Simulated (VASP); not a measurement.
Here is the system:

```yaml
crystal:
  lattice:
    - [2.83270, 0.00000, 0.00000]
    - [0.00000, 2.83270, 0.00000]
    - [0.00000, 0.00000, 2.83270]
  atoms:
    - { symbol: Ga, position: [0.50000, 0.50000, 0.50000] }
    - { symbol: Co, position: [0.00000, 0.00000, 0.00000] }
```

The numbers are results of SCAN meta-GGA, VASP's PBE PAW potentials (set 64) (plane waves; VASP), not measurements. Run with 520 eV cut-off, 14×14×14 Γ-centred mesh, tetrahedra with Blöchl corrections, potentials Ga_d Co.

Problem. Give the energies of bands 6 to 14 at the high-symmetry points, in eV from the Fermi level.

Solution. 
```tsv
band	Γ	X	M	R
6	-13.38	-8.75	-6.65	-4.83
7	-2.87	-7.82	-3.80	-4.83
8	-2.87	-2.61	-3.80	-4.83
9	-1.11	-2.22	-2.78	-0.20
10	-1.11	-2.22	-1.65	-0.20
11	-1.11	-1.11	-1.65	1.29
12	5.53	0.14	-0.24	3.83
13	5.53	11.53	2.42	3.83
14	5.53	11.53	3.44	3.83
```

It has no gap at this level: it comes out as a metal or semimetal.

The compound is CoGa in the CsCl type structure. It was relaxed first. The run is not spin-polarised, so no magnetic state was tried.
